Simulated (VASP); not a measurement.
Method: rev-vdW-DF2, VASP's PBE PAW potentials (set 64) (plane waves; VASP 6.6.1).

VASP input:

INCAR:
```
# general
SYSTEM   = MoS2
PREC     = Accurate
ENCUT    = 520   # plane-wave cut-off (eV)
LREAL    = .FALSE.   # projection in real space or not
LASPH    = .TRUE.

# electronic loop
EDIFF    = 1E-7   # SCF stop (eV)
NELM     = 100
ALGO     = Normal   # blocked Davidson
LMAXMIX  = 4

# smearing
ISMEAR   = 0   # Gaussian
SIGMA    = 0.05   # width (eV)

# functional
GGA      = MK
LUSE_VDW = .TRUE.
AGGAC    = 0.0
PARAM1   = 0.1234568
PARAM2   = 0.7114
ZAB_VDW  = -1.8867

# ions
IBRION   = 2
NSW      = 30   # most ionic steps
ISIF     = 4   # ions and shape, fixed volume
EDIFFG   = -0.01

# output
LWAVE    = .FALSE.
LCHARG   = .FALSE.
```

POSCAR:
```
MoS2
1.0
  1.5995075655  -2.7704280900   0.0000000000
  1.5995075655   2.7704280900   0.0000000000
  0.0000000000   0.0000000000  12.4293929900
Mo S
2 4
Direct
  0.3333330000   0.6666670000   0.2500000000
  0.6666670000   0.3333330000   0.7500000000
  0.3333330000   0.6666670000   0.8774629169
  0.6666670000   0.3333330000   0.3774629169
  0.6666670000   0.3333330000   0.1225370831
  0.3333330000   0.6666670000   0.6225370831
```

KPOINTS:
```
Automatic mesh
0
G
  8 8 2
```

POTCAR, in this order: Mo_sv S (PBE.64 set). Program: vasp_std.

Q: What does the run give for the energy per atom (σ→0)?

A: 
The energy per atom (σ→0) comes out as -5.598 eV/atom.

OSZICAR:
```
...
DAV:   3    -0.335900130606E+02    0.63249E-02   -0.18758E-02  1504   0.808E-01    0.323E-01
DAV:   4    -0.335877324945E+02    0.22806E-02   -0.78968E-03  1420   0.452E-01    0.238E-01
DAV:   5    -0.335876489653E+02    0.83529E-04   -0.65089E-04  1454   0.124E-01    0.436E-02
DAV:   6    -0.335876363729E+02    0.12592E-04   -0.19910E-04  1547   0.714E-02    0.301E-02
DAV:   7    -0.335876355198E+02    0.85318E-06   -0.19276E-05  1514   0.246E-02    0.101E-02
DAV:   8    -0.335876356773E+02   -0.15755E-06   -0.19455E-06  1471   0.852E-03    0.378E-03
DAV:   9    -0.335876357110E+02   -0.33666E-07   -0.11339E-07   971   0.187E-03
   5 F= -.33587636E+02 E0= -.33587636E+02  d E =-.129709E-01
```

The compound is MoS2 in the 2H layered structure. This cell is one point of a volume scan, at 1.03 of the reference volume. Symmetry was kept, so distortions that lower it aren't found.
